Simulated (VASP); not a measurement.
Level of theory: LDA (Ceperley-Alder, Perdew-Zunger), VASP's LDA PAW potentials (set 64) (plane waves; VASP).

VASP ran on this input.

File KPOINTS:
```
Automatic mesh
0
Gamma
7 7 7
0 0 0
```

**POSCAR**
```
PbF2
1
    0.0000000000     2.9070746576     2.9070746576
    2.9070746576     0.0000000000     2.9070746576
    2.9070746576     2.9070746576     0.0000000000
Pb F
1 2
Direct
  0.0000000000   0.0000000000   0.0000000000
  0.2500000000   0.2500000000   0.2500000000
  0.7500000000   0.7500000000   0.7500000000
```

INCAR:
```
! general
SYSTEM    =  PbF2
PREC      =  Accurate
ENCUT     =  520
LREAL     =  .FALSE.   ! projection in real space or not
LASPH     =  .TRUE.

! electronic loop
EDIFF     =  1E-8
NELM      =  100
ALGO      =  Normal   ! blocked Davidson
LMAXMIX   =  4

! smearing
ISMEAR    =  0
SIGMA     =  0.01   ! width (eV)

! ions
IBRION    =  8
NSW       =  1

! output
LWAVE     =  .FALSE.
LCHARG    =  .FALSE.

! other
LEPSILON  =  .TRUE.
```

POTCAR, in this order: Pb_d F (LDA.64 set). Program: vasp_std.

The resulting files:

**OSZICAR**
```
...
RMM:  10    -0.423119377084E+00   -0.16162E-08   -0.43344E-08   762   0.144E-03
 Linear response to external field, progress :
  Direction:   1
       N       E                     dE             d eps       ncg     rms          rms(c)
RMM:   1    -0.371432004937E+00   -0.37143E+00   -0.15102E+00  2634   0.467E+00
RMM:   2    -0.390668817366E+00   -0.19237E-01   -0.20750E-02  2374   0.113E+00    0.119E+00
RMM:   3    -0.348940456186E+00    0.41728E-01   -0.32448E-02  2046   0.143E+00    0.569E-01
RMM:   4    -0.351529440923E+00   -0.25890E-02   -0.28152E-02  2355   0.118E+00    0.128E-01
RMM:   5    -0.354869078002E+00   -0.33396E-02   -0.16144E-03  2313   0.378E-01    0.261E-02
RMM:   6    -0.355915245892E+00   -0.10462E-02   -0.15096E-04  2107   0.156E-01    0.121E-02
RMM:   7    -0.355864322537E+00    0.50923E-04   -0.32140E-05  2172   0.626E-02    0.180E-03
RMM:   8    -0.355949956338E+00   -0.85634E-04   -0.13565E-05  2264   0.305E-02    0.761E-04
RMM:   9    -0.355932041169E+00    0.17915E-04   -0.20811E-06  2311   0.142E-02    0.382E-04
RMM:  10    -0.355934466364E+00   -0.24252E-05   -0.11085E-06  2331   0.792E-03    0.184E-04
RMM:  11    -0.355934513166E+00   -0.46803E-07   -0.11556E-07  2277   0.271E-03    0.843E-05
RMM:  12    -0.355932719145E+00    0.17940E-05   -0.21114E-08  2300   0.124E-03    0.172E-05
RMM:  13    -0.355933027369E+00   -0.30822E-06    0.81362E-08  1371   0.378E-04    0.157E-05
RMM:  14    -0.355932751894E+00    0.27547E-06   -0.26934E-08   972   0.162E-04    0.371E-06
 Linear response to external field, progress :
  Direction:   2
       N       E                     dE             d eps       ncg     rms          rms(c)
RMM:   1    -0.371476738417E+00   -0.37148E+00   -0.15107E+00  2646   0.467E+00
RMM:   2    -0.390673651030E+00   -0.19197E-01   -0.20780E-02  2375   0.113E+00    0.119E+00
RMM:   3    -0.348937726873E+00    0.41736E-01   -0.32423E-02  2047   0.143E+00    0.569E-01
RMM:   4    -0.351530188597E+00   -0.25925E-02   -0.28173E-02  2358   0.119E+00    0.128E-01
RMM:   5    -0.354865405186E+00   -0.33352E-02   -0.16130E-03  2313   0.378E-01    0.262E-02
RMM:   6    -0.355915433746E+00   -0.10500E-02   -0.14845E-04  2100   0.156E-01    0.121E-02
RMM:   7    -0.355863521091E+00    0.51913E-04   -0.31983E-05  2173   0.626E-02    0.182E-03
RMM:   8    -0.355950337201E+00   -0.86816E-04   -0.13993E-05  2268   0.309E-02    0.760E-04
RMM:   9    -0.355932828580E+00    0.17509E-04   -0.24312E-06  2315   0.145E-02    0.390E-04
RMM:  10    -0.355934450612E+00   -0.16220E-05   -0.12496E-06  2340   0.802E-03    0.201E-04
RMM:  11    -0.355934626408E+00   -0.17580E-06   -0.17676E-07  2284   0.271E-03    0.869E-05
RMM:  12    -0.355932744602E+00    0.18818E-05   -0.82609E-08  2379   0.125E-03    0.179E-05
RMM:  13    -0.355933026288E+00   -0.28169E-06    0.57581E-08  1374   0.375E-04    0.149E-05
RMM:  14    -0.355932757309E+00    0.26898E-06   -0.34553E-08   954   0.161E-04    0.359E-06
 Linear response to external field, progress :
  Direction:   3
       N       E                     dE             d eps       ncg     rms          rms(c)
RMM:   1    -0.371475582622E+00   -0.37148E+00   -0.15106E+00  2648   0.467E+00
RMM:   2    -0.390673622669E+00   -0.19198E-01   -0.20767E-02  2375   0.113E+00    0.119E+00
RMM:   3    -0.348937740829E+00    0.41736E-01   -0.32423E-02  2047   0.143E+00    0.569E-01
RMM:   4    -0.351530036644E+00   -0.25923E-02   -0.28172E-02  2356   0.119E+00    0.128E-01
RMM:   5    -0.354865319588E+00   -0.33353E-02   -0.16131E-03  2312   0.378E-01    0.262E-02
RMM:   6    -0.355915441180E+00   -0.10501E-02   -0.14847E-04  2101   0.156E-01    0.121E-02
RMM:   7    -0.355863513168E+00    0.51928E-04   -0.31980E-05  2173   0.626E-02    0.182E-03
RMM:   8    -0.355950338880E+00   -0.86826E-04   -0.13996E-05  2271   0.308E-02    0.759E-04
RMM:   9    -0.355932834402E+00    0.17504E-04   -0.24305E-06  2322   0.144E-02    0.390E-04
RMM:  10    -0.355934446443E+00   -0.16120E-05   -0.12496E-06  2334   0.802E-03    0.201E-04
RMM:  11    -0.355934623541E+00   -0.17710E-06   -0.16018E-07  2284   0.271E-03    0.870E-05
RMM:  12    -0.355932739804E+00    0.18837E-05   -0.82971E-08  2386   0.125E-03    0.178E-05
RMM:  13    -0.355933023534E+00   -0.28373E-06    0.57722E-08  1372   0.379E-04    0.149E-05
RMM:  14    -0.355932762673E+00    0.26086E-06   -0.32895E-08   975   0.160E-04    0.362E-06
 Linear response DOF=           2
 Linear response progress:
  Degree of freedom:   1/  2
       N       E                     dE             d eps       ncg     rms          rms(c)
RMM:   1    -0.330975616970E+00   -0.33098E+00   -0.21635E-01  2077   0.539E+00
RMM:   2    -0.332801281703E+00   -0.18257E-02   -0.10753E-02  2188   0.104E+00    0.537E-02
RMM:   3    -0.332498331569E+00    0.30295E-03   -0.10035E-03  2228   0.262E-01    0.310E-02
RMM:   4    -0.331814051234E+00    0.68428E-03   -0.11216E-04  2265   0.967E-02    0.704E-03
RMM:   5    -0.331914598053E+00   -0.10055E-03   -0.15124E-05  2177   0.377E-02    0.389E-03
RMM:   6    -0.331941119794E+00   -0.26522E-04   -0.28536E-06  2229   0.167E-02    0.130E-03
RMM:   7    -0.331945721142E+00   -0.46013E-05   -0.54551E-07  2183   0.741E-03    0.188E-04
RMM:   8    -0.331944778312E+00    0.94283E-06   -0.24409E-07  2289   0.381E-03    0.752E-05
RMM:   9    -0.331945674378E+00   -0.89607E-06   -0.55996E-08  2137   0.194E-03    0.319E-05
RMM:  10    -0.331945200852E+00    0.47353E-06   -0.44018E-08  2329   0.105E-03    0.122E-05
RMM:  11    -0.331945221798E+00   -0.20945E-07   -0.24235E-09  2317   0.479E-04    0.677E-06
RMM:  12    -0.331945259610E+00   -0.37812E-07   -0.82664E-09  2305   0.219E-04    0.189E-06
RMM:  13    -0.331945246317E+00    0.13293E-07   -0.23188E-09  2291   0.990E-05    0.139E-06
RMM:  14    -0.331945267206E+00   -0.20889E-07   -0.26468E-09  1995   0.492E-05    0.514E-07
RMM:  15    -0.331945272228E+00   -0.50221E-08   -0.45283E-10  1577   0.227E-05    0.168E-07
 Linear response progress:
  Degree of freedom:   2/  2
       N       E                     dE             d eps       ncg     rms          rms(c)
RMM:   1    -0.537715384830E+00   -0.53772E+00    0.57349E-01  4719   0.470E+00
RMM:   2    -0.525572758859E+00    0.12143E-01   -0.19537E-02  3286   0.154E+00    0.743E-02
RMM:   3    -0.526857317927E+00   -0.12846E-02   -0.57282E-03  3619   0.759E-01    0.403E-02
RMM:   4    -0.528190752471E+00   -0.13334E-02   -0.14215E-03  3602   0.354E-01    0.105E-02
RMM:   5    -0.528260279383E+00   -0.69527E-04   -0.35542E-04  3899   0.168E-01    0.680E-03
RMM:   6    -0.528177481559E+00    0.82798E-04   -0.55914E-05  3565   0.668E-02    0.154E-03
RMM:   7    -0.528198797096E+00   -0.21316E-04   -0.85656E-06  3702   0.235E-02    0.598E-04
RMM:   8    -0.528211891133E+00   -0.13094E-04   -0.15403E-06  3866   0.956E-03    0.328E-04
RMM:   9    -0.528200482794E+00    0.11408E-04   -0.20693E-07  3491   0.362E-03    0.831E-05
RMM:  10    -0.528201834349E+00   -0.13516E-05   -0.38159E-08  3652   0.144E-03    0.503E-05
RMM:  11    -0.528202254024E+00   -0.41967E-06   -0.67274E-09  3861   0.664E-04    0.113E-05
RMM:  12    -0.528202602726E+00   -0.34870E-06   -0.16709E-09  3865   0.250E-04    0.733E-06
RMM:  13    -0.528202463008E+00    0.13972E-06   -0.12908E-10  3827   0.106E-04    0.201E-06
RMM:  14    -0.528202439902E+00    0.23107E-07   -0.84702E-13  3802   0.401E-05    0.583E-07
RMM:  15    -0.528202432598E+00    0.73031E-08    0.53582E-11  2900   0.167E-05    0.235E-07
 Linear response finished
```

### OUTCAR
```
------------------------ aborting loop because EDIFF is reached ----------------------------------------

 HEAD OF MICROSCOPIC STATIC DIELECTRIC TENSOR (INDEPENDENT PARTICLE, excluding Hartree and local field effects)
 ------------------------------------------------------
           3.881235     0.000000    -0.000000
           0.000000     3.881235     0.000000
          -0.000000     0.000000     3.881235
 ------------------------------------------------------

 MACROSCOPIC STATIC DIELECTRIC TENSOR (including local field effects in DFT)
 ------------------------------------------------------
           3.462168     0.000000     0.000000
          -0.000000     3.462168     0.000000
           0.000000     0.000000     3.462168
 ------------------------------------------------------

 PIEZOELECTRIC TENSOR (including local field effects)  for field in x, y, z        (e  Angst)
          XX          YY          ZZ          XY          YZ          ZX
  --------------------------------------------------------------------------------
  x     0.00000     0.00000     0.00000     0.00000     0.00000     0.00000
  y     0.00000     0.00000     0.00000     0.00000     0.00000     0.00000
  z     0.00000     0.00000     0.00000     0.00000     0.00000     0.00000

 PIEZOELECTRIC TENSOR (including local field effects)  for field in x, y, z        (C/m^2)
          XX          YY          ZZ          XY          YZ          ZX
  --------------------------------------------------------------------------------
  x     0.00000     0.00000     0.00000     0.00000     0.00000     0.00000
  y     0.00000     0.00000     0.00000     0.00000     0.00000     0.00000
  z     0.00000     0.00000     0.00000     0.00000     0.00000     0.00000

 BORN EFFECTIVE CHARGES (including local field effects) (in |e|, cummulative output)
 ---------------------------------------------------------------------------------
 ion    1
    1     3.24553     0.00000     0.00000
    2     0.00000     3.24553     0.00000
    3     0.00000     0.00000     3.24553
 ion    2
    1    -1.62277     0.00000     0.00000
    2     0.00000    -1.62277     0.00000
    3     0.00000     0.00000    -1.62277
 ion    3
    1    -1.62277     0.00000     0.00000
    2     0.00000    -1.62277     0.00000
    3     0.00000     0.00000    -1.62277

   1 f  =    7.805725 THz    49.044818 2PiTHz  260.370967 cm-1    32.281871 meV
             X         Y         Z           dx          dy          dz
      0.000000  0.000000  0.000000     0.000000   -0.000000    0.000000
      1.453537  1.453537  1.453537    -0.707073    0.006925   -0.000000
      4.360612  4.360612  4.360612     0.707073   -0.006925   -0.000000

   2 f  =    7.805725 THz    49.044818 2PiTHz  260.370967 cm-1    32.281871 meV
             X         Y         Z           dx          dy          dz
      0.000000  0.000000  0.000000    -0.000000    0.000000   -0.000000
      1.453537  1.453537  1.453537     0.006690    0.683075   -0.182658
      4.360612  4.360612  4.360612    -0.006690   -0.683075    0.182658

   3 f  =    7.805725 THz    49.044818 2PiTHz  260.370967 cm-1    32.281871 meV
             X         Y         Z           dx          dy          dz
      0.000000  0.000000  0.000000    -0.000000   -0.000000   -0.000000
      1.453537  1.453537  1.453537     0.001789    0.182649    0.683108
      4.360612  4.360612  4.360612    -0.001789   -0.182649   -0.683108

   4 f  =    3.847688 THz    24.175734 2PiTHz  128.345042 cm-1    15.912750 meV
             X         Y         Z           dx          dy          dz
      0.000000  0.000000  0.000000     0.003499    0.179231    0.351296
      1.453537  1.453537  1.453537    -0.005766   -0.295296   -0.578787
      4.360612  4.360612  4.360612    -0.005766   -0.295296   -0.578787

   5 f  =    3.847688 THz    24.175734 2PiTHz  128.345042 cm-1    15.912750 meV
             X         Y         Z           dx          dy          dz
      0.000000  0.000000  0.000000    -0.394095   -0.011671    0.009880
      1.453537  1.453537  1.453537     0.649302    0.019229   -0.016279
      4.360612  4.360612  4.360612     0.649302    0.019229   -0.016279

   6 f  =    3.847688 THz    24.175734 2PiTHz  128.345042 cm-1    15.912750 meV
             X         Y         Z           dx          dy          dz
      0.000000  0.000000  0.000000    -0.014886    0.351120   -0.178992
      1.453537  1.453537  1.453537     0.024526   -0.578496    0.294903
      4.360612  4.360612  4.360612     0.024526   -0.578496    0.294903

   7 f/i=    0.003099 THz     0.019471 2PiTHz    0.103369 cm-1     0.012816 meV
             X         Y         Z           dx          dy          dz
      0.000000  0.000000  0.000000     0.916233   -0.060777    0.035753
      1.453537  1.453537  1.453537     0.278055   -0.018444    0.010850
      4.360612  4.360612  4.360612     0.278055   -0.018444    0.010850

   8 f/i=    0.003099 THz     0.019471 2PiTHz    0.103369 cm-1     0.012816 meV
             X         Y         Z           dx          dy          dz
      0.000000  0.000000  0.000000     0.065782    0.904532   -0.148154
      1.453537  1.453537  1.453537     0.019963    0.274504   -0.044961
      4.360612  4.360612  4.360612     0.019963    0.274504   -0.044961

   9 f/i=    0.003099 THz     0.019471 2PiTHz    0.103369 cm-1     0.012816 meV
             X         Y         Z           dx          dy          dz
      0.000000  0.000000  0.000000     0.025393   -0.150277   -0.906216
      1.453537  1.453537  1.453537     0.007706   -0.045605   -0.275015
      4.360612  4.360612  4.360612     0.007706   -0.045605   -0.275015

 MACROSCOPIC STATIC DIELECTRIC TENSOR IONIC CONTRIBUTION
 ------------------------------------------------------
          19.899317    -0.000000     0.000000
          -0.000000    19.899317    -0.000000
           0.000000    -0.000000    19.899317
 ------------------------------------------------------

 ELASTIC MODULI CONTR FROM IONIC RELAXATION (kBar)
 Direction    XX          YY          ZZ          XY          YZ          ZX
 --------------------------------------------------------------------------------
 XX          -0.0000      0.0000      0.0000     -0.0000      0.0000     -0.0000
...
```
(Selected blocks of OUTCAR.)

The compound is PbF2 in the fluorite structure, the β form. It was relaxed first, which changed the volume by -6 %.
